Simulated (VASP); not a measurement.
An input for Ansatz (written as the equivalent of a VASP run, and not itself run):

Ansatz 0.2 input:
```yaml
crystal:
  lattice:
    - [0.0000000, 3.2400000, 3.2400000]
    - [3.2400000, 0.0000000, 3.2400000]
    - [3.2400000, 3.2400000, 0.0000000]
  atoms:
    - { symbol: In, position: [0.0000000, 0.0000000, 0.0000000] }
    - { symbol: Sb, position: [0.2500000, 0.2500000, 0.2500000] }
kpoints:
  mp_grid: { grid: [5, 5, 5] }
hamiltonian:
  xc: pbe
  pseudopotentials: { kind: paw }
scf:
  occupations: { method: gaussian, width: 0.05 }
  max_iter: 100
output: { forces: true, stress: true, eigenvalues: true }
```

Q: Write the VASP files for the same calculation (PBE).

A: This is not unique; one that fits is 
**INCAR**
```
# general
SYSTEM =InSb
PREC   =Accurate
ENCUT  =400
LREAL  =F
LASPH  =T

# electronic loop
EDIFF  =1E-6
NELM   =100
ALGO   =Normal
LMAXMIX=4

# smearing
ISMEAR =0
SIGMA  =0.05

# functional
GGA    =PE

# ions
ISIF   =2

# output
LWAVE  =F
LCHARG =F
```

### POSCAR
```
InSb
1
    0.0000000000     3.2400000000     3.2400000000
    3.2400000000     0.0000000000     3.2400000000
    3.2400000000     3.2400000000     0.0000000000
In Sb
1 1
Direct
  0.0000000000   0.0000000000   0.0000000000
  0.2500000000   0.2500000000   0.2500000000
```

**KPOINTS**
```
Automatic mesh
0
Gamma
  5 5 5
```

POTCAR, in this order: In_d Sb (PBE.64 set). Program: vasp_std.

What does not carry over: each code has its own PAW files, so the cut-off isn't converted (ENCUT is set for VASP's; basis.ecutwfc is left out, and Ansatz then takes the one that its files recommend); Ansatz stops its SCF on the density residual and VASP on the energy change (EDIFF).

The compound is InSb in the zinc blende structure. The cell was not relaxed at this level. The k-mesh is coarse (spacing up to 0.34 per Å, 2π included), so the numbers may not be converged in it.
